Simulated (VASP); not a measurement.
Computed with AM05 GGA, VASP's PBE PAW potentials (set 64) (plane waves; VASP).

A VASP calculation is set up with these files.

**INCAR**
```
ENCUT = 520   ! plane-wave cut-off (eV)
NSW = 60   ! most ionic steps
EDIFFG = -0.02   ! ionic stop
ISIF = 3
PREC = Accurate
ISMEAR = 1   ! Methfessel-Paxton
NELM = 100
EDIFF = 1E-6
LREAL = .FALSE.   ! projection in real space or not
LASPH = .TRUE.   ! aspherical one-centre terms
SYSTEM = P
GGA = AM   ! AM05
LCHARG = .FALSE.
LWAVE = .FALSE.
IBRION = 2
ALGO = Normal
SIGMA = 0.1
```

KPOINTS:
```
Automatic mesh
0
Gamma
9 9 7
0 0 0
```

POSCAR:
```
P
1
    1.6881035517    -5.1735807362     0.0000000000
    1.6881035517     5.1735807362    -0.0000000000
    0.0000000000     0.0000000000     4.0413410968
P
4
Direct
  0.1048671805   0.8951328195   0.9314329384
  0.3951328195   0.6048671805   0.4314329384
  0.6048671805   0.3951328195   0.5685670616
  0.8951328195   0.1048671805   0.0685670616
```

POTCAR, in this order: P (PBE.64 set). Program: vasp_std.

The resulting files:

OSZICAR:
```
...
DAV:   6    -0.221256585071E+02    0.13739E-05   -0.49799E-06  3436   0.148E-02    0.450E-03
DAV:   7    -0.221256582869E+02    0.22014E-06   -0.48014E-07  1688   0.452E-03
   5 F= -.22125658E+02 E0= -.22125553E+02  d E =-.568540E-02
       N       E                     dE             d eps       ncg     rms          rms(c)
DAV:   1    -0.221296642042E+02   -0.40057E-02   -0.15753E-01  2890   0.218E+00    0.212E-01
DAV:   2    -0.221292340366E+02    0.43017E-03   -0.66428E-03  3742   0.593E-01    0.109E-01
DAV:   3    -0.221288193342E+02    0.41470E-03   -0.67422E-04  3340   0.160E-01    0.393E-02
DAV:   4    -0.221287964045E+02    0.22930E-04   -0.10307E-04  3712   0.634E-02    0.272E-02
DAV:   5    -0.221287951367E+02    0.12679E-05   -0.69343E-06  3346   0.189E-02    0.658E-03
DAV:   6    -0.221287950819E+02    0.54709E-07   -0.82697E-07  1916   0.679E-03
   6 F= -.22128795E+02 E0= -.22128641E+02  d E =-.313680E-02
       N       E                     dE             d eps       ncg     rms          rms(c)
DAV:   1    -0.221394934177E+02   -0.10698E-01   -0.11222E+00  2866   0.581E+00    0.562E-01
DAV:   2    -0.221364787526E+02    0.30147E-02   -0.47093E-02  3748   0.158E+00    0.290E-01
DAV:   3    -0.221335348211E+02    0.29439E-02   -0.46962E-03  3312   0.420E-01    0.105E-01
DAV:   4    -0.221333625408E+02    0.17228E-03   -0.75158E-04  3748   0.169E-01    0.723E-02
DAV:   5    -0.221333604989E+02    0.20419E-05   -0.50080E-05  3360   0.507E-02    0.172E-02
DAV:   6    -0.221333608579E+02   -0.35904E-06   -0.61670E-06  3562   0.179E-02
   7 F= -.22133361E+02 E0= -.22133170E+02  d E =-.770257E-02
       N       E                     dE             d eps       ncg     rms          rms(c)
DAV:   1    -0.221343131598E+02   -0.95266E-03   -0.11635E-01  2884   0.187E+00    0.179E-01
DAV:   2    -0.221339922381E+02    0.32092E-03   -0.47925E-03  3736   0.506E-01    0.919E-02
DAV:   3    -0.221336919556E+02    0.30028E-03   -0.49969E-04  3306   0.137E-01    0.346E-02
DAV:   4    -0.221336756625E+02    0.16293E-04   -0.74754E-05  3712   0.538E-02    0.241E-02
DAV:   5    -0.221336746812E+02    0.98135E-06   -0.50252E-06  3274   0.163E-02
   8 F= -.22133675E+02 E0= -.22133505E+02  d E =-.801639E-02
       N       E                     dE             d eps       ncg     rms          rms(c)
DAV:   1    -0.221343386918E+02   -0.66303E-03   -0.15959E-02  2908   0.710E-01    0.108E-01
DAV:   2    -0.221341830992E+02    0.15559E-03   -0.80311E-04  3688   0.202E-01    0.659E-02
DAV:   3    -0.221340985825E+02    0.84517E-04   -0.93779E-05  3172   0.571E-02    0.271E-02
DAV:   4    -0.221340823464E+02    0.16236E-04   -0.33820E-05  3430   0.329E-02    0.104E-02
DAV:   5    -0.221340811318E+02    0.12146E-05   -0.13274E-06  2164   0.834E-03    0.226E-03
DAV:   6    -0.221340809676E+02    0.16425E-06   -0.34203E-07  1574   0.431E-03
   9 F= -.22134081E+02 E0= -.22133917E+02  d E =-.406286E-03
       N       E                     dE             d eps       ncg     rms          rms(c)
DAV:   1    -0.221344317135E+02   -0.35058E-03   -0.13844E-02  2914   0.661E-01    0.100E-01
DAV:   2    -0.221342948960E+02    0.13682E-03   -0.69582E-04  3676   0.188E-01    0.612E-02
DAV:   3    -0.221342210140E+02    0.73882E-04   -0.82149E-05  3196   0.533E-02    0.251E-02
DAV:   4    -0.221342068937E+02    0.14120E-04   -0.29327E-05  3424   0.306E-02    0.972E-03
DAV:   5    -0.221342057722E+02    0.11215E-05   -0.11471E-06  2078   0.776E-03    0.204E-03
DAV:   6    -0.221342056260E+02    0.14613E-06   -0.29848E-07  1568   0.404E-03
  10 F= -.22134206E+02 E0= -.22134049E+02  d E =-.530945E-03
       N       E                     dE             d eps       ncg     rms          rms(c)
DAV:   1    -0.221345061284E+02   -0.30036E-03   -0.65189E-03  2800   0.437E-01    0.445E-02
DAV:   2    -0.221344804060E+02    0.25722E-04   -0.29182E-04  3418   0.128E-01    0.220E-02
DAV:   3    -0.221344593537E+02    0.21052E-04   -0.36256E-05  3274   0.366E-02    0.923E-03
DAV:   4    -0.221344575016E+02    0.18521E-05   -0.72925E-06  3568   0.165E-02    0.704E-03
DAV:   5    -0.221344571746E+02    0.32702E-06   -0.47722E-07  1592   0.492E-03
  11 F= -.22134457E+02 E0= -.22134307E+02  d E =-.251549E-03
       N       E                     dE             d eps       ncg     rms          rms(c)
DAV:   1    -0.221355474238E+02   -0.10899E-02   -0.58570E-02  2800   0.131E+00    0.134E-01
DAV:   2    -0.221353121853E+02    0.23524E-03   -0.26277E-03  3442   0.383E-01    0.666E-02
DAV:   3    -0.221351208857E+02    0.19130E-03   -0.32555E-04  3256   0.110E-01    0.272E-02
DAV:   4    -0.221351047897E+02    0.16096E-04   -0.66535E-05  3622   0.497E-02    0.207E-02
DAV:   5    -0.221351036414E+02    0.11483E-05   -0.49470E-06  3382   0.149E-02    0.586E-03
DAV:   6    -0.221351034895E+02    0.15188E-06   -0.14834E-06  1820   0.806E-03
  12 F= -.22135103E+02 E0= -.22134979E+02  d E =-.897863E-03
       N       E                     dE             d eps       ncg     rms          rms(c)
DAV:   1    -0.221377068663E+02   -0.26032E-02   -0.23440E-01  2812   0.262E+00    0.265E-01
DAV:   2    -0.221367606690E+02    0.94620E-03   -0.10477E-02  3412   0.765E-01    0.134E-01
DAV:   3    -0.221359902563E+02    0.77041E-03   -0.12961E-03  3268   0.218E-01    0.543E-02
DAV:   4    -0.221359247350E+02    0.65521E-04   -0.27294E-04  3658   0.100E-01    0.410E-02
DAV:   5    -0.221359220855E+02    0.26495E-05   -0.21094E-05  3412   0.307E-02    0.108E-02
DAV:   6    -0.221359217621E+02    0.32335E-06   -0.69180E-06  3364   0.167E-02
  13 F= -.22135922E+02 E0= -.22135862E+02  d E =-.171614E-02
       N       E                     dE             d eps       ncg     rms          rms(c)
DAV:   1    -0.221428890675E+02   -0.69670E-02   -0.93496E-01  2800   0.521E+00    0.525E-01
DAV:   2    -0.221391250784E+02    0.37640E-02   -0.41721E-02  3340   0.153E+00    0.269E-01
DAV:   3    -0.221360333097E+02    0.30918E-02   -0.50595E-03  3298   0.431E-01    0.108E-01
DAV:   4    -0.221357487239E+02    0.28459E-03   -0.11688E-03  3610   0.204E-01    0.805E-02
DAV:   5    -0.221357442093E+02    0.45146E-05   -0.10184E-04  3388   0.671E-02    0.178E-02
DAV:   6    -0.221357426514E+02    0.15579E-05   -0.34603E-05  3376   0.371E-02    0.995E-03
DAV:   7    -0.221357422327E+02    0.41868E-06   -0.20336E-06  2828   0.110E-02
  14 F= -.22135742E+02 E0= -.22135800E+02  d E =-.153661E-02
       N       E                     dE             d eps       ncg     rms          rms(c)
DAV:   1    -0.221387146753E+02   -0.29720E-02   -0.32680E-01  2800   0.307E+00    0.322E-01
DAV:   2    -0.221372784241E+02    0.14363E-02   -0.14533E-02  3268   0.902E-01    0.155E-01
DAV:   3    -0.221362199010E+02    0.10585E-02   -0.18619E-03  3292   0.261E-01    0.680E-02
DAV:   4    -0.221361349169E+02    0.84984E-04   -0.36084E-04  3598   0.116E-01    0.505E-02
DAV:   5    -0.221361349650E+02   -0.48053E-07   -0.28171E-05  3418   0.359E-02    0.125E-02
DAV:   6    -0.221361348373E+02    0.12767E-06   -0.10692E-05  3388   0.205E-02    0.528E-03
DAV:   7    -0.221361350077E+02   -0.17042E-06   -0.54870E-07  1784   0.580E-03
  15 F= -.22136135E+02 E0= -.22136130E+02  d E =-.192938E-02
       N       E                     dE             d eps       ncg     rms          rms(c)
DAV:   1    -0.221368277967E+02   -0.69296E-03   -0.27847E-02  2812   0.924E-01    0.105E-01
DAV:   2    -0.221365478860E+02    0.27991E-03   -0.14354E-03  3670   0.272E-01    0.555E-02
DAV:   3    -0.221364121403E+02    0.13575E-03   -0.32251E-04  3280   0.108E-01    0.225E-02
DAV:   4    -0.221364054468E+02    0.66935E-05   -0.48355E-05  3724   0.444E-02    0.116E-02
DAV:   5    -0.221364045801E+02    0.86665E-06   -0.17817E-06  2332   0.975E-03
  16 F= -.22136405E+02 E0= -.22136400E+02  d E =-.269572E-03
```

**OUTCAR**
```
------------------------ aborting loop because EDIFF is reached ----------------------------------------
  FORCE on cell =-STRESS in cart. coord.  units (eV):
  Direction    XX          YY          ZZ          XY          YZ          ZX
  --------------------------------------------------------------------------------------
  Total       -0.0567983      0.0038478      0.0497221      0.0000000      0.0000000      0.0000000
  in kB       -1.2268358      0.0831120      1.0739901      0.0000000      0.0000000      0.0000000
  external PRESSURE =      -0.0232446 kB  Pullay stress =       0.0000000 kB
  volume of cell :       74.18
      direct lattice vectors                 reciprocal lattice vectors
     1.651988168 -5.255324505 -0.000000000     0.302665606 -0.095141603  0.000000000
     1.651988168  5.255324505  0.000000000     0.302665606  0.095141603 -0.000000000
     0.000000000  0.000000000  4.271921007     0.000000000 -0.000000000  0.234086725
 POSITION                                       TOTAL-FORCE (eV/Angst)
 -----------------------------------------------------------------------------------
      1.65199      4.18273      3.94407         0.000000      0.001844      0.002955
      1.65199      1.07259      1.80811         0.000000     -0.001844      0.002955
      1.65199     -1.07259      2.46381         0.000000      0.001844     -0.002955
      1.65199     -4.18273      0.32785         0.000000     -0.001844     -0.002955
 -----------------------------------------------------------------------------------
    total drift:                               -0.000000      0.000000     -0.000000
  FREE ENERGIE OF THE ION-ELECTRON SYSTEM (eV)
  ---------------------------------------------------
  free  energy   TOTEN  =       -22.1364045801 eV

  energy  without entropy=      -22.1363894758  energy(sigma->0) =      -22.13639955

 reached required accuracy - stopping structural energy minimisation
```
(Selected blocks of OUTCAR.)

File CONTCAR:
```
P
   1.00000000000000
     1.6519881684817526   -5.2553245050268149   -0.0000000000000000
     1.6519881684817526    5.2553245050268149    0.0000000000000000
     0.0000000000000000    0.0000000000000000    4.2719210072691380
  P
     4
Direct
     0.1020481158562182    0.8979518841437817    0.9232547507078162
     0.3979518841437818    0.6020481158562183    0.4232547507078161
     0.6020481158562183    0.3979518841437818    0.5767452492921838
     0.8979518841437817    0.1020481158562182    0.0767452492921838
```

Energy and stress use the plane-wave basis of the starting cell. Without a dispersion term in the relaxation, distances and binding between the weakly bound layers, chains or molecules are unreliable, and so is what depends on them.

The compound is P in the black structure. This run relaxes it. Symmetry was kept, so distortions that lower it aren't found. The start is the result of an earlier pass.
